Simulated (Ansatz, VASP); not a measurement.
**Cross-check of Be (Beryllium) between VASP and Ansatz**

Aim: how closely do two programs agree when they are given the same cell, functional and k mesh? The cell is taken from a series of runs on this material, whose earlier steps may have relaxed, scaled, displaced or heated it; both programs get it as it stands.

Main program and level: Ansatz 0.2.0; plane waves, with VASP 6.6.1 beside it; zone-centre phonons at PBEsol.

## 1. The structure

It takes space group P6_3/mmc (No. 194, hexagonal). Conventional cell: a = 2.347 Å, b = 2.347 Å, c = 3.538 Å, α = 90.00°, β = 90.00°, γ = 120.00°. Be has 12 Be at 2.23 to 2.35 Å nearest.

Structure file:

```xyz
2
Lattice="2.3471 0.0000 0.0000 -1.1735 2.0326 0.0000 0.0000 0.0000 3.5376" Properties=species:S:1:pos:R:3 pbc="T T T"
Be    0.0000    1.3551    0.8844
Be    1.1735    0.6775    2.6532
```

## 2. VASP: zone-centre phonons, PBEsol

Second derivatives magnify differences that forces hide, and they need a tight electronic threshold.

Lines of VASP's logs that name or quote its potential files are left out, and so is its time.

File INCAR:

```
SYSTEM = Be
PREC = Accurate
ENCUT = 600
EDIFF = 1E-08
NELM = 120
ISMEAR = 1
SIGMA = 0.2
LREAL = .FALSE.
ALGO = Normal
GGA = PS
NBANDS = 8
LORBIT = 11
LWAVE = .FALSE.
LCHARG = .FALSE.
ISIF = 2
IBRION = 8
LASPH = .TRUE.
GGA_COMPAT = .FALSE.
KPAR = 2
```

File POSCAR:

```
Be
1.0
    2.3470594713      0.0000000000      0.0000000000
   -1.1735297357      2.0326131264      0.0000000000
    0.0000000000      0.0000000000      3.5376324176
Be
2
Direct
    0.3333333333      0.6666666667      0.2500000000
    0.6666666667      0.3333333333      0.7500000000
```

File KPOINTS:

```
Automatic mesh
0
Gamma
24 24 12
0 0 0
```

PAW data sets: Be (PBE family, release 64).

Run with:

```sh
> mpirun -np 2 vasp_std
```

Numbers of over 12 decimals in the logs are rounded to 6 here.

The program printed:

```text
[banner, memory and clock lines left out]
running    2 mpi-ranks, on    1 nodes
 distrk:  each k-point on    1 cores,    2 groups
 distr:  one band on    1 cores,    1 groups

 POSCAR found type information on POSCAR Be
 POSCAR found :  1 types and       2 ions
|                                                                             |
|               ----> ADVICE to this user running VASP <----                  |
|                                                                             |
|     You enforced a specific xc type in the INCAR file but a different       |
|     [... a line on the potential file left out ...]
|     I HOPE YOU KNOW WHAT YOU ARE DOING!                                     |
|                                                                             |

 LDA part: xc-table for (Slater+PW92), standard interpolation
 POSCAR, INCAR and KPOINTS ok, starting setup
 FFT: planning ... GRIDC
 FFT: planning ... GRID_SOFT
 FFT: planning ... GRID
 WAVECAR not read
 entering main loop
       N       E                     dE             d eps       ncg     rms          rms(c)
DAV:   1    -0.344654396750E+01   -0.34465E+01   -0.18531E+03  6848   0.449E+02
DAV:   2    -0.796072238569E+01   -0.45142E+01   -0.43677E+01 10928   0.526E+01
DAV:   3    -0.797939618435E+01   -0.18674E-01   -0.18674E-01  7544   0.301E+00
DAV:   4    -0.797940890209E+01   -0.12718E-04   -0.12718E-04 10464   0.889E-02
DAV:   5    -0.797940890304E+01   -0.95166E-09   -0.11264E-08  7448   0.472E-04    0.120E+00
DAV:   6    -0.795830915140E+01    0.21100E-01   -0.23694E-03  7392   0.462E-01    0.728E-01
DAV:   7    -0.794892787116E+01    0.93813E-02   -0.38475E-03  8600   0.490E-01    0.128E-02
DAV:   8    -0.794892729521E+01    0.57595E-06   -0.15446E-05  7584   0.311E-02    0.497E-03
DAV:   9    -0.794892780431E+01   -0.50910E-06   -0.41655E-07  9528   0.500E-03    0.441E-04
DAV:  10    -0.794892776887E+01    0.35440E-07   -0.60887E-10  7216   0.203E-04    0.169E-04
DAV:  11    -0.794892774949E+01    0.19386E-07   -0.11958E-10  4200   0.964E-05    0.505E-06
DAV:  12    -0.794892774850E+01    0.99013E-09   -0.42553E-12  3440   0.228E-05
   1 F= -.79489277E+01 E0= -.79490947E+01  d E =0.500865E-03
 Linear response reoptimize wavefunctions to high precision
DAV:   1    -0.794892774797E+01    0.52327E-09   -0.30871E-13  4240   0.577E-06
DAV:   2    -0.794892774797E+01    0.00000E+00   -0.27158E-14  3456   0.163E-06
 Linear response DOF=           2
 Linear response progress:
  Degree of freedom:   1/  2
       N       E                     dE             d eps       ncg     rms          rms(c)
RMM:   1    -0.630259763208E-02   -0.63026E-02   -0.22917E-03 71196   0.267E-01
RMM:   2    -0.628043063913E-02    0.22167E-04   -0.20340E-05 51240   0.278E-02    0.262E-02
RMM:   3    -0.628536463829E-02   -0.49340E-05   -0.12025E-06 51756   0.638E-03    0.156E-02
RMM:   4    -0.631536058013E-02   -0.29996E-04   -0.24188E-06 51537   0.887E-03    0.426E-04
RMM:   5    -0.631509414178E-02    0.26644E-06    0.28893E-10 52992   0.431E-04    0.140E-04
RMM:   6    -0.631496127808E-02    0.13286E-06   -0.26359E-10 52017   0.576E-05    0.544E-06
RMM:   7    -0.631495144998E-02    0.98281E-08    0.94524E-10 50097   0.371E-06    0.213E-06
 first order change of Fermi-energy   0.16382E-05
 force on displaced ion       1 direction 1 :  -3.528   0.000   0.000
 Linear response progress:
  Degree of freedom:   2/  2
       N       E                     dE             d eps       ncg     rms          rms(c)
RMM:   1    -0.143038178309E-01   -0.14304E-01    0.34255E-02 25268   0.610E-01
RMM:   2    -0.140616961158E-01    0.24212E-03    0.82264E-04 16197   0.858E-02    0.978E-02
RMM:   3    -0.136347139453E-01    0.42698E-03    0.72747E-04 16052   0.805E-02    0.376E-02
RMM:   4    -0.138362378827E-01   -0.20152E-03    0.13848E-04 16499   0.473E-02    0.409E-03
RMM:   5    -0.138634209589E-01   -0.27183E-04   -0.29740E-05 17213   0.362E-03    0.482E-04
RMM:   6    -0.138615476860E-01    0.18733E-05   -0.55371E-06 17045   0.318E-04    0.725E-05
RMM:   7    -0.138608355867E-01    0.71210E-06   -0.10566E-06 17608   0.394E-05    0.146E-05
RMM:   8    -0.138607907106E-01    0.44876E-07   -0.14747E-08 17017   0.141E-05    0.807E-07
RMM:   9    -0.138607898315E-01    0.87906E-09   -0.51502E-09 16481   0.166E-06    0.257E-07
 first order change of Fermi-energy   0.22793E-04
 force on displaced ion       1 direction 3 :   0.000  -0.000  -7.754
 Linear response finished
```

Parts of OUTCAR (step 2):

```text
ion  position               nearest neighbor table
   1  0.333  0.667  0.250-   2 2.23   2 2.23   2 2.23   2 2.23   2 2.23   2 2.23
   2  0.667  0.333  0.750-   1 2.23   1 2.23   1 2.23   1 2.23   1 2.23   1 2.23

  LATTYP: Found a hexagonal cell.
 ALAT       =     2.3470594713
 C/A-ratio  =     1.5072615163

 Subroutine GETGRP returns: Found 24 space group operations
 (whereof 12 operations were pure point group operations)

The static configuration has the point symmetry D_3d.
 The point group associated with its full space group is D_6h.

 Found    427 irreducible k-points:

   k-points           NKPTS =    427   k-points in BZ     NKDIM =    427   number of bands    NBANDS=      8

   dimension x,y,z NGX =    20 NGY =   20 NGZ =   28
   dimension x,y,z NGXF=    40 NGYF=   40 NGZF=   56

   ENCUT  =  600.0 eV  44.10 Ry    6.64 a.u.   4.69  4.69  7.07*2*pi/ulx,y,z

   NELECT =       4.0000    total number of electrons

 k-points in reciprocal lattice and weights: Automatic mesh
   0.00000000  0.00000000  0.00000000       0.000
   0.04166667  0.00000000  0.00000000       0.001
   0.08333333 -0.00000000  0.00000000       0.001
   0.12500000 -0.00000000  0.00000000       0.001
   0.16666667  0.00000000  0.00000000       0.001
   0.20833333  0.00000000  0.00000000       0.001
   0.25000000 -0.00000000  0.00000000       0.001
   0.29166667  0.00000000  0.00000000       0.001
   0.33333333  0.00000000  0.00000000       0.001
[...]
0.33333333  0.29166667  0.50000000       0.002
   0.33333333  0.33333333  0.50000000       0.000

 average (electrostatic) potential at core
       1 -33.3914       2 -33.3914

  Total       -1.1532631     -1.1532631      0.0428043      0.0000000     -0.0000000     -0.0000000
  in kB     -109.4831902   -109.4831902      4.0635552      0.0000000     -0.0000000     -0.0000000
  external PRESSURE =     -71.6342750 kB  Pullay stress =       0.0000000 kB

  energy-cutoff  :      600.00
  volume of cell :       16.88
      direct lattice vectors                 reciprocal lattice vectors
     2.347059471  0.000000000  0.000000000     0.426065045  0.245988769  0.000000000
    -1.173529736  2.032613126  0.000000000     0.000000000  0.491977537  0.000000000
     0.000000000  0.000000000  3.537632418     0.000000000  0.000000000  0.282674931

 POSITION                                       TOTAL-FORCE (eV/Angst)
 -----------------------------------------------------------------------------------
     -0.00000      1.35508      0.88441         0.000000      0.000000      0.000000
      1.17353      0.67754      2.65322        -0.000000      0.000000      0.000000
 -----------------------------------------------------------------------------------
    total drift:                                0.000000     -0.000000      0.000000

 Eigenvectors and eigenvalues of the dynamical matrix
 ----------------------------------------------------

   1 f  =   20.505966 THz   128.842785 2PiTHz  684.005402 cm-1    84.805823 meV
             X         Y         Z           dx          dy          dz
     -0.000000  1.355075  0.884408     0.000000   -0.000000    0.707107
      1.173530  0.677538  2.653224    -0.000000   -0.000000   -0.707107

   2 f  =   13.833225 THz    86.916719 2PiTHz  461.426735 cm-1    57.209598 meV
             X         Y         Z           dx          dy          dz
     -0.000000  1.355075  0.884408     0.237146   -0.666154   -0.000000
      1.173530  0.677538  2.653224    -0.237146    0.666154   -0.000000

   3 f  =   13.833225 THz    86.916719 2PiTHz  461.426735 cm-1    57.209598 meV
             X         Y         Z           dx          dy          dz
     -0.000000  1.355075  0.884408     0.666154    0.237146    0.000000
      1.173530  0.677538  2.653224    -0.666154   -0.237146    0.000000

   4 f  =    0.000000 THz     0.000001 2PiTHz    0.000006 cm-1     0.000001 meV
             X         Y         Z           dx          dy          dz
     -0.000000  1.355075  0.884408    -0.149396    0.408042   -0.557838
      1.173530  0.677538  2.653224    -0.149396    0.408042   -0.557838

   5 f/i=    0.000000 THz     0.000001 2PiTHz    0.000003 cm-1     0.000000 meV
             X         Y         Z           dx          dy          dz
     -0.000000  1.355075  0.884408     0.632559   -0.149231   -0.278566
      1.173530  0.677538  2.653224     0.632559   -0.149231   -0.278566

   6 f/i=    0.000000 THz     0.000001 2PiTHz    0.000007 cm-1     0.000001 meV
             X         Y         Z           dx          dy          dz
     -0.000000  1.355075  0.884408     0.278478    0.557882    0.333494
      1.173530  0.677538  2.653224     0.278478    0.557882    0.333494

 ELASTIC MODULI CONTR FROM IONIC RELAXATION (kBar)
 Direction    XX          YY          ZZ          XY          YZ          ZX
 --------------------------------------------------------------------------------
 XX        -124.3108    124.3108     -0.0000      0.0000      0.0000     -0.0000
 YY         124.3108   -124.3108      0.0000      0.0000      0.0000     -0.0000
 ZZ          -0.0000      0.0000     -0.0000      0.0000      0.0000     -0.0000
 XY           0.0000      0.0000      0.0000   -124.3108     -0.0000      0.0000
 YZ           0.0000      0.0000      0.0000     -0.0000     -0.0000      0.0000
 ZX          -0.0000     -0.0000     -0.0000      0.0000      0.0000     -0.0000
 --------------------------------------------------------------------------------
```

Energies printed during the response cycles are not total energies of the cell. The PAW data sets were made with PBE, which is usual practice but a small mismatch for other functionals.

## 3. Ansatz: zone-centre phonons, PBEsol

Ansatz runs on its PAW soft_1 files.

The same cell, functional, mesh and smearing now go to Ansatz, which takes its cutoff from its data sets.

File input.yaml:

```yaml
crystal:
  lattice:
    - [2.3470594713, 0.0, 0.0]
    - [-1.1735297357, 2.0326131264, 0.0]
    - [0.0, 0.0, 3.5376324176]
  atoms:
    - { symbol: Be, position: [0.3333333333, 0.6666666667, 0.25] }
    - { symbol: Be, position: [0.6666666667, 0.3333333333, 0.75] }
kpoints:
  mp_grid: { grid: [24, 24, 12] }
hamiltonian:
  xc: pbesol
  pseudopotentials: { kind: paw, azcp: { folder: soft_1 }, xc_functional: pbe }
scf:
  occupations: { method: methfessel_paxton, width: 0.2 }
output:
  eigenvalues: true
phonons:
  method: dfpt
```

Run with:

```sh
> ansatz run input.yaml --threads 4 --pin off --max-ram 10240MiB --backend cpu --events-out ev --progress --plain --runs-dir out
```

The program printed:

```text
zone centre: on kpoints.mp_grid the ground state, and the responses unless they are solved on pairs of k-points, stand on 1099 of the mesh's 6912 k-points, reduced under 4 symmetry operations, with k and −k counted as one. Each operation leaves every solved displacement unchanged or reverses it
Engine: ansatz 0.2.0, aarch64-unknown-linux-gnu
Pseudopotentials: kind: paw
Pseudopotential: Be, paw, valence charge 2, recommended cutoff 420 eV (normal), soft_1/Be.paw.azcp
Functional definition: PBEsol
  exchange = pbesol_x
  correlation = pbesol_c
Crystal: 2 atoms, lattice volume = 16.877 Å³
Basis set: ecut = 420 eV, 311 PW (Γ), exchange–correlation on 32×32×48 points (8 copies of the dense FFT grid, shifted against one another)
Bands: 6, of which v1, the nominal top of the filled ones, is band 2 counted from 1 (1 counted from 0)
Symmetry: 24 space group operations
k-points: 1099 of 6912 (irreducible under 4 space group operations, time reversal used)
Non-local potential: Be, projectors of the file, l = 0: 2, l = 1: 2, l = 2: 1
PAW form: soft (Blöchl's): semilocal exchange-correlation on the pseudo side does not see the compensation charge
PAW frozen core: Be, regenerated for the run's functional, and the local potential with it (the file was generated under x = pbe(κ = 0.804, μ = 0.219515), c = pbe(β = 0.066725))
PAW one-centre angular grid: Be, 110 points (default); XC on 64 Gauss nodes
Initial density: superposition of atomic densities (chi_scale 0.1, normalization cell)
Initial wavefunctions: pseudopotential atomic-orbital guess
Functional: x = pbesol(κ = 0.804, μ = 0.123457), c = pbesol(β = 0.046)
SCF iter   1: F=—  HF=-180.668906 eV  |F-HF|=—  |Δ(HF+E_count)|=         —  Δρ=1.48e-2  dr2=2.92e-2  ethr=3.10e-3  ⟨swp⟩=4.6  Hψ=53724  notcnv=0
preconditioner: auto → none  [metal: Δε(μ)=0.108 eV  Ē_g=12.211 eV  σ=0.200 eV  W_gap=0.43  n_scr=2 (ndim 8)  ℏωp=18.1 eV  f_vac=0.000  D(μ)=0.14/eV (n_scr^D=0)  sad-step TF]
SCF iter   2: F=—  HF=-180.655475 eV  |F-HF|=—  |Δ(HF+E_count)|=   1.34e-2  S|Δr|=    0.00e0  Δρ=9.07e-3  dr2=1.12e-2  ethr=7.31e-4  ⟨swp⟩=1.0  Hψ=15386  notcnv=0
SCF iter   3: F=—  HF=-180.650765 eV  |F-HF|=—  |Δ(HF+E_count)|=   4.71e-3  S|Δr|=    0.00e0  Δρ=4.40e-4  dr2=2.95e-5  ethr=2.80e-4  ⟨swp⟩=1.0  Hψ=6594  notcnv=0
SCF iter   4: F=—  HF=-180.650746 eV  |F-HF|=—  |Δ(HF+E_count)|=   1.91e-5  S|Δr|=    0.00e0  Δρ=3.23e-5  dr2=1.20e-7  ethr=7.38e-7  ⟨swp⟩=1.1  Hψ=6713  notcnv=0
SCF iter   5: F=—  HF=-180.650746 eV  |F-HF|=—  |Δ(HF+E_count)|=   7.66e-8  S|Δr|=    0.00e0  Δρ=6.28e-6  dr2=4.39e-9  ethr=2.99e-9  ⟨swp⟩=1.9  Hψ=8169  notcnv=0
SCF iter   6: F=—  HF=-180.650746 eV  |F-HF|=—  |Δ(HF+E_count)|=   1.48e-9  S|Δr|=    0.00e0  Δρ=2.88e-7  dr2=1.22e-11  ethr=1.10e-10  ⟨swp⟩=1.1  Hψ=6761  notcnv=0
SCF iter   7: F=-180.650746 eV  HF=-180.650746 eV  |F-HF|=2.84e-14  |Δ(HF+E_count)|=  3.58e-12  S|Δr|=    0.00e0  Δρ=1.91e-8  dr2=5.20e-14  ethr=1.00e-12  ⟨swp⟩=4.1  Hψ=16607  notcnv=0
SCF 1 converged in 7 iterations: F = -180.650746 eV  dr2 = 5.20e-14
  greatest PAW one-centre occupation: 0.345 electrons in one spin orbital (limit 2), on the Be atom at site 1 (counted from 0), in its partial waves of l = 0
DFPT response loops at Γ: preconditioner auto → Kerker (q_TF=auto, 2.146 Å⁻¹) (partly filled bands, converged f_vac=0.000); β = 1.00, the filter's whole step (`scf.mixing.beta` (0.50) is not read by the response loops under this deck's `scf.mixing.preconditioner`; to damp them name `kerker` or `kerker_dos`, under which they read `scf.mixing.beta`, and type it under 1.00, their step now; both keys bind the ground state too); Broyden in place of MSR1
SCF converged after 7 iterations
Stability not checked: this state was not tested for a lower state beside it, because cold or Methfessel-Paxton smearing, or corrected tetrahedra, fill the levels in a way that the test cannot read (fill_not_monotonic; see scf.lower_state_search)
Free energy (F): -180.650746 eV
Harris-Foulkes:  -180.650746 eV  (|F-HF|=2.84e-14)
Internal energy: -180.651249 eV  (E = F + TS)
E sigma→0 (E₀):  -180.650872 eV
Entropy (-TS):   0.000503 eV (0.251 meV/atom)
Fermi energy:    7.363971 eV
--- Per-component energies (eV) ---
  E_band       = 10.541663
  E_kinetic    = 41.034048
  E_local      = 5.677472  (includes V_loc(G=0)·N_el)
  E_nonlocal   = 7.358534
  E_hartree    = 0.087759
  E_xc         = -40.010765
  E_vxc        = -40.836778  (∫ρ·V_xc dr)
  E_paw        = -113.176072  (= ΣΔE_a)
  E_vpaw       = -2.867131  (= ΣTr[D̂ρ^β])
  E_aug_tail   = -0.000001  (compensation charges beyond the density's cutoff)
  E_ewald      = -81.641287
  E_core_change = 0.019063  (= ΣΔE_core)
  E_smearing   = 0.000503  (= −TS)
  E_closure    = 0.000000  (closes the sum)
  Σ components = -180.650746   (vs F -180.650746, Δ=0.00e0)
--- Band table (eV; the first three rows and the last of 1099) ---
  k-point 0: bands = ["-3.4677", "3.6926", "9.1579", "21.8646", "21.8646", "24.8144"]
  k-point 1: bands = ["-3.4058", "3.3085", "9.6842", "21.9224", "21.9224", "24.7994"]
  k-point 2: bands = ["-3.2200", "2.4386", "10.9790", "22.0931", "22.0931", "24.7422"]
  k-point 1098: bands = ["3.7167", "3.7167", "10.7242", "10.7242", "14.3111", "14.3111"]
--- Phonons (Γ-DFPT): 2 representative perturbations + reference, on 1099 of 6912 k-points (Σ response iterations 6) ---
  k mesh reduced under 4 symmetry operations, with k and −k counted as one. Each operation leaves every solved displacement unchanged or reverses it
  ASR residual: 2.669e-5 → 0.000e0 eV/Å²; symmetrization residual: 8.777e-12 eV/Å²
  ASR residual per site (eV/Å²): 2.67e-5 2.67e-5
  Γ frequencies (cm⁻¹): 0.00 0.00 0.00 461.00 461.00 677.54
  non-analytic LO–TO correction: not included (Born effective charges unavailable; polar crystals: no LO–TO splitting at Γ)
```

## 4. Comparison

Known differences besides the potentials themselves: the cutoff is 420 eV in Ansatz and 600 eV in VASP; Ansatz makes its cores anew for this functional, VASP keeps those of its PBE data sets. Total energies have different zeros and are not compared.

Both answers:

```csv
quantity,Ansatz,VASP,difference
optical mode 1 to 2 (cm⁻¹),461.0,461.4,-0.09 %
optical mode 3 (cm⁻¹),677.5,684.0,-0.95 %
```

Modes are paired by rising frequency, not by their patterns, so a pair may set unlike modes beside each other; they are those without the splitting of longitudinal modes.

## 5. What came out

```yaml
r_m_s_difference_of_the_optical_zone_centre_modes_each_program_s_sorted_by_frequency_zone_centre_phonons_pbesol: 3.7 cm⁻¹
difference_in_optical_mode_3_zone_centre_phonons_pbesol: -0.9 %
```

The r.m.s. difference of the optical zone-centre modes, each program's sorted by frequency is 3.7 cm⁻¹ (zone-centre phonons, PBEsol). Among the rows given in per cent, the largest difference of the zone-centre phonons, PBEsol pair is in optical mode 3, -0.9 %. Such differences can come from data sets, numerical settings and the points named under the comparisons, not from the functional's error against experiment.

[Lines on the potential files, build, host, timing and source positions are cut from VASP's logs without a mark.]

[Logs are printed without paths, hosts, clocks, repeated set-up lines and the standing remarks that a program may print on its own settings, such as how far it seeks lower states.]

[Hosts, paths, dates, database ids (printed as entryN), source tags and the programs' standing remarks are cut or masked in the printed files.]
